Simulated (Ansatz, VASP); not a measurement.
# TaN: VASP beside Ansatz, part 2 of 2

One calculation is typed for both programs; each brings its own data sets. How far apart do they land? The cell is taken from a series of runs on this material, whose earlier steps may have relaxed, scaled, displaced or heated it; both programs get it as it stands.

VASP 6.6.1 and Ansatz 0.2.0.

So far: The structure; Ansatz: zone-centre phonons, LDA.

### 3. VASP: zone-centre phonons, LDA

Level of this step: LDA; plane waves and PAW (N, Ta_pv) (VASP).

The same cell, functional (in two slightly different forms), mesh and smearing now go to VASP, with its own data sets.

Lines of VASP's logs that name or quote its potential files are left out, and so is its time.

Input file INCAR:

```
SYSTEM = TaN
PREC = Accurate
ENCUT = 600
EDIFF = 1E-08
NELM = 120
ISMEAR = 1
SIGMA = 0.2
LREAL = .FALSE.
ALGO = Normal
GGA = CA
NBANDS = 14
LASPH = .TRUE.
LORBIT = 11
LWAVE = .FALSE.
LCHARG = .FALSE.
ISIF = 2
IBRION = 8
GGA_COMPAT = .FALSE.
KPAR = 2
```

Input file POSCAR:

```
TaN
1.0
    2.8193131704      0.0000000000      0.0000000000
   -1.4096565852      2.4415968268      0.0000000000
    0.0000000000      0.0000000000      2.8879193605
N Ta
1 1
Direct
    0.6666666667      0.3333333333      0.0000000000
    0.0000000000      0.0000000000      0.5000000000
```

Input file KPOINTS:

```
Automatic mesh
0
Gamma
18 18 16
0 0 0
```

PAW data sets: N and Ta_pv (LDA family, release 64).

Run with:

```bash
> mpirun -np 2 vasp_std
```

Numbers of over 12 decimals in the logs are rounded to 6 here.

The program printed:

```text
[banner, memory and clock lines left out]
running    2 mpi-ranks, on    1 nodes
 distrk:  each k-point on    1 cores,    2 groups
 distr:  one band on    1 cores,    1 groups

 POSCAR found type information on POSCAR N Ta
 POSCAR found :  2 types and       2 ions
 LDA part: xc-table for (Slater(with rela. corr.)+CA(PZ))
 , standard interpolation
 POSCAR, INCAR and KPOINTS ok, starting setup
 FFT: planning ... GRIDC
 FFT: planning ... GRID_SOFT
 FFT: planning ... GRID
 WAVECAR not read
 entering main loop
       N       E                     dE             d eps       ncg     rms          rms(c)
DAV:   1     0.100594653603E+03    0.10059E+03   -0.98988E+03  9348   0.135E+03
DAV:   2    -0.238772446758E+02   -0.12447E+03   -0.11781E+03 11364   0.336E+02
DAV:   3    -0.270979221396E+02   -0.32207E+01   -0.32023E+01 10704   0.508E+01
DAV:   4    -0.271123606032E+02   -0.14438E-01   -0.14436E-01 11406   0.370E+00
DAV:   5    -0.271124559290E+02   -0.95326E-04   -0.95324E-04 10974   0.281E-01    0.272E+01
DAV:   6    -0.247235727945E+02    0.23889E+01   -0.44417E+00 10518   0.252E+01    0.117E+01
DAV:   7    -0.246338415611E+02    0.89731E-01   -0.46932E-01 12222   0.588E+00    0.784E+00
DAV:   8    -0.246018078830E+02    0.32034E-01   -0.13478E-01 11976   0.312E+00    0.138E+00
DAV:   9    -0.245963527741E+02    0.54551E-02   -0.11966E-02 10260   0.914E-01    0.165E-01
DAV:  10    -0.245962118497E+02    0.14092E-03   -0.76403E-04 11346   0.328E-01    0.925E-02
DAV:  11    -0.245961755232E+02    0.36327E-04   -0.67375E-05 10740   0.819E-02    0.926E-03
DAV:  12    -0.245961757086E+02   -0.18542E-06   -0.44036E-06 11034   0.203E-02    0.278E-03
DAV:  13    -0.245961756763E+02    0.32266E-07   -0.11721E-07 11712   0.323E-03    0.163E-03
DAV:  14    -0.245961756704E+02    0.59720E-08   -0.10463E-08  7628   0.114E-03
   1 F= -.24596176E+02 E0= -.24596343E+02  d E =0.501533E-03
 Linear response reoptimize wavefunctions to high precision
DAV:   1    -0.245961756701E+02    0.21328E-09   -0.64221E-10  8028   0.313E-04
DAV:   2    -0.245961756701E+02   -0.56843E-11   -0.71088E-11  5724   0.944E-05
 Linear response DOF=           4
 Linear response progress:
  Degree of freedom:   1/  4
       N       E                     dE             d eps       ncg     rms          rms(c)
RMM:   1    -0.230387656598E+00   -0.23039E+00    0.10263E-01 92845   0.289E+00
RMM:   2    -0.224129902681E+00    0.62578E-02   -0.37198E-03 70772   0.483E-01    0.192E-01
RMM:   3    -0.225030778322E+00   -0.90088E-03   -0.70571E-04 67387   0.178E-01    0.105E-01
RMM:   4    -0.226380969934E+00   -0.13502E-02   -0.37890E-04 67422   0.125E-01    0.280E-02
RMM:   5    -0.226455708170E+00   -0.74738E-04   -0.11311E-05 75692   0.258E-02    0.266E-03
RMM:   6    -0.226461294031E+00   -0.55859E-05   -0.10252E-06 74817   0.558E-03    0.644E-04
RMM:   7    -0.226453895347E+00    0.73987E-05   -0.14326E-07 77740   0.154E-03    0.275E-04
RMM:   8    -0.226455257666E+00   -0.13623E-05   -0.68123E-08 77670   0.442E-04    0.703E-05
RMM:   9    -0.226454635870E+00    0.62180E-06   -0.91275E-09 74451   0.153E-04    0.749E-06
RMM:  10    -0.226454553517E+00    0.82354E-07   -0.43423E-09 80902   0.439E-05    0.431E-06
RMM:  11    -0.226454585218E+00   -0.31701E-07    0.24295E-09 77321   0.129E-05    0.101E-06
RMM:  12    -0.226454596714E+00   -0.11497E-07    0.16737E-09 61031   0.480E-06    0.500E-07
RMM:  13    -0.226454595617E+00    0.10967E-08    0.41110E-09 36791   0.259E-06    0.132E-07
 first order change of Fermi-energy   0.26655E-04
 force on displaced ion       1 direction 1 : -16.033   0.001   0.000
 Linear response progress:
  Degree of freedom:   2/  4
       N       E                     dE             d eps       ncg     rms          rms(c)
RMM:   1    -0.236210823545E+00   -0.23621E+00    0.16907E-01 31413   0.304E+00
RMM:   2    -0.231494016063E+00    0.47168E-02   -0.43380E-03 25180   0.515E-01    0.174E-01
RMM:   3    -0.232242002044E+00   -0.74799E-03   -0.13022E-03 23925   0.218E-01    0.868E-02
RMM:   4    -0.233569613999E+00   -0.13276E-02   -0.57837E-04 24512   0.142E-01    0.235E-02
RMM:   5    -0.233714318262E+00   -0.14470E-03   -0.20641E-05 25920   0.362E-02    0.484E-03
RMM:   6    -0.233729825156E+00   -0.15507E-04   -0.15433E-06 26276   0.899E-03    0.930E-04
RMM:   7    -0.233717349989E+00    0.12475E-04   -0.14070E-07 25166   0.239E-03    0.290E-04
RMM:   8    -0.233718440990E+00   -0.10910E-05   -0.13600E-08 28304   0.687E-04    0.874E-05
RMM:   9    -0.233719219690E+00   -0.77870E-06   -0.18833E-10 26536   0.179E-04    0.179E-05
RMM:  10    -0.233719127190E+00    0.92500E-07   -0.15843E-09 27733   0.529E-05    0.428E-06
RMM:  11    -0.233719138933E+00   -0.11743E-07    0.20761E-09 26631   0.169E-05    0.103E-06
RMM:  12    -0.233719148594E+00   -0.96608E-08   -0.14479E-09 25027   0.643E-06    0.485E-07
 first order change of Fermi-energy   0.10706E-04
 force on displaced ion       1 direction 3 :  -0.000   0.000 -17.519
 Linear response progress:
  Degree of freedom:   3/  4
       N       E                     dE             d eps       ncg     rms          rms(c)
RMM:   1    -0.125350139688E+00   -0.12535E+00    0.11586E+01 42176   0.244E+01
RMM:   2    -0.154409829728E+00   -0.29060E-01   -0.24519E-02 63785   0.144E+00    0.189E-01
RMM:   3    -0.153102217730E+00    0.13076E-02   -0.28889E-03 74075   0.364E-01    0.105E-01
RMM:   4    -0.152284762024E+00    0.81746E-03   -0.34466E-04 82036   0.126E-01    0.416E-02
RMM:   5    -0.151980212516E+00    0.30455E-03   -0.50246E-05 81411   0.328E-02    0.738E-03
RMM:   6    -0.151984393503E+00   -0.41810E-05   -0.44032E-06 75617   0.127E-02    0.127E-03
RMM:   7    -0.151983012444E+00    0.13811E-05   -0.12950E-06 83284   0.381E-03    0.391E-04
RMM:   8    -0.151985694909E+00   -0.26825E-05   -0.17158E-06 90446   0.140E-03    0.154E-04
RMM:   9    -0.151986532677E+00   -0.83777E-06   -0.40770E-07 78499   0.541E-04    0.337E-05
RMM:  10    -0.151986923591E+00   -0.39091E-06   -0.47164E-07 85197   0.242E-04    0.103E-05
RMM:  11    -0.151986920404E+00    0.31877E-08   -0.42542E-08 88602   0.977E-05    0.404E-06
 first order change of Fermi-energy  -0.59594E-04
 force on displaced ion       2 direction 1 : -16.043   0.000   0.000
 Linear response progress:
  Degree of freedom:   4/  4
       N       E                     dE             d eps       ncg     rms          rms(c)
RMM:   1    -0.154721561084E+00   -0.15472E+00    0.97360E+00 14951   0.236E+01
RMM:   2    -0.183451428592E+00   -0.28730E-01   -0.28098E-02 21985   0.149E+00    0.140E-01
RMM:   3    -0.182983518911E+00    0.46791E-03   -0.19841E-03 26069   0.306E-01    0.748E-02
RMM:   4    -0.182612857721E+00    0.37066E-03   -0.18421E-04 27086   0.976E-02    0.212E-02
RMM:   5    -0.182523767020E+00    0.89091E-04   -0.19011E-05 28339   0.246E-02    0.702E-03
RMM:   6    -0.182494102407E+00    0.29665E-04   -0.52583E-06 26484   0.934E-03    0.465E-04
RMM:   7    -0.182496159831E+00   -0.20574E-05   -0.31234E-06 30382   0.266E-03    0.287E-04
RMM:   8    -0.182499237884E+00   -0.30781E-05   -0.15054E-06 27067   0.108E-03    0.744E-05
RMM:   9    -0.182499491590E+00   -0.25371E-06   -0.85934E-07 30420   0.432E-04    0.360E-05
RMM:  10    -0.182499626902E+00   -0.13531E-06   -0.45482E-07 28544   0.223E-04    0.153E-05
RMM:  11    -0.182499772049E+00   -0.14515E-06   -0.26603E-07 27220   0.124E-04    0.110E-05
RMM:  12    -0.182499964983E+00   -0.19293E-06   -0.14297E-07 26020   0.941E-05    0.388E-06
RMM:  13    -0.182499886700E+00    0.78283E-07   -0.84437E-08 25743   0.498E-05    0.342E-06
RMM:  14    -0.182499920163E+00   -0.33464E-07   -0.51906E-08 26653   0.281E-05    0.196E-06
RMM:  15    -0.182499958324E+00   -0.38161E-07   -0.32724E-08 26740   0.204E-05    0.352E-07
RMM:  16    -0.182499949888E+00    0.84362E-08   -0.17659E-08 23091   0.113E-05    0.634E-07
 first order change of Fermi-energy  -0.12336E-02
 force on displaced ion       2 direction 3 :   0.000  -0.000 -17.518
 Linear response finished
```

OUTCAR, selected parts (step 3):

```text
ion  position               nearest neighbor table
   1  0.667  0.333  0.000-   2 2.18   2 2.18   2 2.18   2 2.18   2 2.18   2 2.18
   2  0.000  0.000  0.500-   1 2.18   1 2.18   1 2.18   1 2.18   1 2.18   1 2.18

  LATTYP: Found a hexagonal cell.
 ALAT       =     2.8193131704
 C/A-ratio  =     1.0243343630

 Subroutine GETGRP returns: Found 12 space group operations
 (whereof 12 operations were pure point group operations)

The static configuration has the point symmetry D_3h.

 Found    333 irreducible k-points:

   k-points           NKPTS =    333   k-points in BZ     NKDIM =    333   number of bands    NBANDS=     14

   dimension x,y,z NGX =    24 NGY =   24 NGZ =   24
   dimension x,y,z NGXF=    48 NGYF=   48 NGZF=   48

   ENCUT  =  600.0 eV  44.10 Ry    6.64 a.u.   5.63  5.63  5.77*2*pi/ulx,y,z

   NELECT =      16.0000    total number of electrons

 k-points in reciprocal lattice and weights: Automatic mesh
   0.00000000  0.00000000  0.00000000       0.000
   0.05555556  0.00000000  0.00000000       0.001
   0.11111111  0.00000000  0.00000000       0.001
   0.16666667 -0.00000000  0.00000000       0.001
   0.22222222  0.00000000  0.00000000       0.001
   0.27777778 -0.00000000  0.00000000       0.001
   0.33333333 -0.00000000  0.00000000       0.001
   0.38888889 -0.00000000  0.00000000       0.001
   0.44444444  0.00000000  0.00000000       0.001
[...]
0.33333333  0.27777778  0.50000000       0.002
   0.33333333  0.33333333  0.50000000       0.000

 average (electrostatic) potential at core
       1 -60.5392       2 -34.3341

  Total        3.8893437      3.8893437      0.3184458      0.0000000     -0.0000000     -0.0000000
  in kB      313.4617657    313.4617657     25.6651503      0.0000000     -0.0000000     -0.0000000
  external PRESSURE =     217.5295606 kB  Pullay stress =       0.0000000 kB

  energy-cutoff  :      600.00
  volume of cell :       19.88
      direct lattice vectors                 reciprocal lattice vectors
     2.819313170  0.000000000  0.000000000     0.354696318  0.204784015  0.000000000
    -1.409656585  2.441596827  0.000000000     0.000000000  0.409568029  0.000000000
     0.000000000  0.000000000  2.887919361     0.000000000  0.000000000  0.346270056

 POSITION                                       TOTAL-FORCE (eV/Angst)
 -----------------------------------------------------------------------------------
      1.40966      0.81387      0.00000        -0.000000      0.000000      0.000000
      0.00000      0.00000      1.44396         0.000000      0.000000      0.000000
 -----------------------------------------------------------------------------------
    total drift:                               -0.000000      0.000000      0.000000

 Eigenvectors and eigenvalues of the dynamical matrix
 ----------------------------------------------------

   1 f  =   18.151379 THz   114.048481 2PiTHz  605.464848 cm-1    75.068040 meV
             X         Y         Z           dx          dy          dz
      1.409657  0.813866  0.000000     0.000000   -0.000000    0.963423
      0.000000  0.000000  1.443960    -0.000000   -0.000000   -0.267986

   2 f  =   17.364939 THz   109.107129 2PiTHz  579.232016 cm-1    71.815585 meV
             X         Y         Z           dx          dy          dz
      1.409657  0.813866  0.000000     0.000000   -0.963400   -0.000000
      0.000000  0.000000  1.443960     0.000000    0.268066    0.000000

   3 f  =   17.364939 THz   109.107129 2PiTHz  579.232016 cm-1    71.815585 meV
             X         Y         Z           dx          dy          dz
      1.409657  0.813866  0.000000     0.963400    0.000000   -0.000000
      0.000000  0.000000  1.443960    -0.268066    0.000000    0.000000

   4 f/i=    0.000082 THz     0.000516 2PiTHz    0.002740 cm-1     0.000340 meV
             X         Y         Z           dx          dy          dz
      1.409657  0.813866  0.000000     0.000000   -0.000000    0.267986
      0.000000  0.000000  1.443960     0.000000   -0.000000    0.963423

   5 f/i=    0.001369 THz     0.008605 2PiTHz    0.045681 cm-1     0.005664 meV
             X         Y         Z           dx          dy          dz
      1.409657  0.813866  0.000000     0.260917   -0.061497   -0.000000
      0.000000  0.000000  1.443960     0.937706   -0.221015   -0.000000

   6 f/i=    0.001369 THz     0.008605 2PiTHz    0.045681 cm-1     0.005664 meV
             X         Y         Z           dx          dy          dz
      1.409657  0.813866  0.000000    -0.061497   -0.260917   -0.000000
      0.000000  0.000000  1.443960    -0.221015   -0.937706   -0.000000

 ELASTIC MODULI CONTR FROM IONIC RELAXATION (kBar)
 Direction    XX          YY          ZZ          XY          YZ          ZX
 --------------------------------------------------------------------------------
 XX         -46.5717     46.5717      0.0000      0.0000      0.0000      0.0000
 YY          46.5717    -46.5717      0.0000     -0.0000      0.0000      0.0000
 ZZ           0.0000      0.0000      0.0000      0.0000      0.0000      0.0000
 XY           0.0000     -0.0000      0.0000    -46.5717      0.0000      0.0000
 YZ           0.0000      0.0000      0.0000      0.0000      0.0000      0.0000
 ZX           0.0000      0.0000      0.0000      0.0000      0.0000      0.0000
 --------------------------------------------------------------------------------
```

### 4. Differences

Known differences besides the potentials themselves: the two LDA forms differ slightly; the data sets hold 18 valence electrons in Ansatz (on its PAW soft_1 files) and 16 in VASP; the cutoff is 420 eV in Ansatz and 600 eV in VASP; VASP's log shows a relativistic correction to its local exchange, Ansatz's none. Total energies have different zeros and are not compared.

Compared:

```tsv
quantity	Ansatz	VASP	difference
optical mode 1 to 2 (cm⁻¹)	575.3	579.2	-0.68 %
optical mode 3 (cm⁻¹)	600.3	605.5	-0.85 %
```

Modes are paired by rising frequency, not by their patterns, so a pair may set unlike modes beside each other; they are those without the splitting of longitudinal modes.

### 5. Summary of results

```json
{"r.m.s. difference of the optical zone-centre modes, each program's sorted by frequency (zone-centre phonons, LDA)": "4.4 cm⁻¹", "difference in optical mode 3 (zone-centre phonons, LDA)": "-0.8 %"}
```

**Reading.** The r.m.s. difference of the optical zone-centre modes, each program's sorted by frequency is 4.4 cm⁻¹ (zone-centre phonons, LDA). The data sets hold unlike numbers of valence electrons (18 in Ansatz and 16 in VASP), so part of the differences comes from the potentials. Among the rows given in per cent, the largest difference of the zone-centre phonons, LDA pair is in optical mode 3, -0.8 %. How closely two codes agree says nothing of how well the functional describes the real material.

[Lines on the potential files, build, host, timing and source positions are cut from VASP's logs without a mark.]

[Logs are printed without paths, hosts, clocks, repeated set-up lines and the standing remarks that a program may print on its own settings, such as how far it seeks lower states.]

[Hosts, paths, dates, database ids (printed as entryN), source tags and the programs' standing remarks are cut or masked in the printed files.]
